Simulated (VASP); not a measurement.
C:

```
CELL_PARAMETERS angstrom
2.46100 0.00000 0.00000
-1.23050 2.13129 0.00000
0.00000 0.00000 6.17136
ATOMIC_POSITIONS crystal
C 0.00000 0.00000 0.25000
C 0.33333 0.66667 0.25000
C 0.00000 0.00000 0.75000
C 0.66667 0.33333 0.75000
```

The cell was built by a generator and needn't be a form met in nature.

Base run:

- Program: VASP 6.6.1
- Functional: SCAN
- Dispersion: rVV10
- Potentials or basis: VASP PAW PBE potentials, release 64 (C)
- Cutoff: 520 eV
- k mesh: 16 × 16 × 4
- Occupations: fermi-dirac, width 0.05 eV
- Spin: no spin polarisation

Its results: band gap on the k mesh 0.30 eV, direct; pressure -1.7 GPa.

Question: The run is repeated on the same cell with these changes: functional from SCAN to r2SCAN. What comes out?

Answer: Band gap on the k mesh 0.30 eV, direct; pressure 0.0 GPa.

Caveats: the PAW data sets were made with another functional, which shifts forces and pressure a little.

A k mesh can miss the band edges.
